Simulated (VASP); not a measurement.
A VASP calculation is set up with these files.

File KPOINTS:
```
Regular mesh
0
Gamma
8 8 8
0 0 0
```

**INCAR**
```
SYSTEM = Ge
PREC = Accurate
ENCUT = 500
EDIFF = 1E-6
NELM = 100
ALGO = Normal
LREAL = .FALSE.
LASPH = .TRUE.
ISMEAR = 0
SIGMA = 0.05
GGA = PE
LMAXMIX = 4
LWAVE = .FALSE.
LCHARG = .FALSE.
IBRION = 2
ISIF = 3
NSW = 40
EDIFFG = -0.02
PSTRESS = 200
```

**POSCAR**
```
Ge
1
    0.0000000000     2.7615407484     2.7615407484
    2.7615407484     0.0000000000     2.7615407484
    2.7615407484     2.7615407484     0.0000000000
Ge
2
Direct
  0.0000000000   0.0000000000   0.0000000000
  0.2500000000   0.2500000000   0.2500000000
```

POTCAR, in this order: Ge_d (PBE.64 set). Program: vasp_std.

Problem. Write an equivalent input for Ansatz.

Solution. One equivalent input (not run):
Ansatz 0.2 input:
```yaml
crystal:
  lattice:
    - [0.0000000, 2.7615407, 2.7615407]
    - [2.7615407, 0.0000000, 2.7615407]
    - [2.7615407, 2.7615407, 0.0000000]
  atoms:
    - { symbol: Ge, position: [0.0000000, 0.0000000, 0.0000000] }
    - { symbol: Ge, position: [0.2500000, 0.2500000, 0.2500000] }
kpoints:
  mp_grid: { grid: [8, 8, 8] }
hamiltonian:
  xc: pbe
  pseudopotentials: { kind: paw }
scf:
  occupations: { method: gaussian, width: 0.05 }
  max_iter: 100
relax:
  max_steps: 40
  f_tol: 0.02
  cell: { p_target: 20 }
output: { forces: true, stress: true, eigenvalues: true }
```
Limits of the translation: each code has its own PAW files, so the cut-off isn't converted (ENCUT is set for VASP's; basis.ecutwfc is left out, and Ansatz then takes the one that its files recommend); Ansatz stops its SCF on the density residual and VASP on the energy change (EDIFF).

The compound is Ge in the diamond structure. This run relaxes it under an external pressure of 20 GPa. Symmetry was kept, so distortions that lower it aren't found.
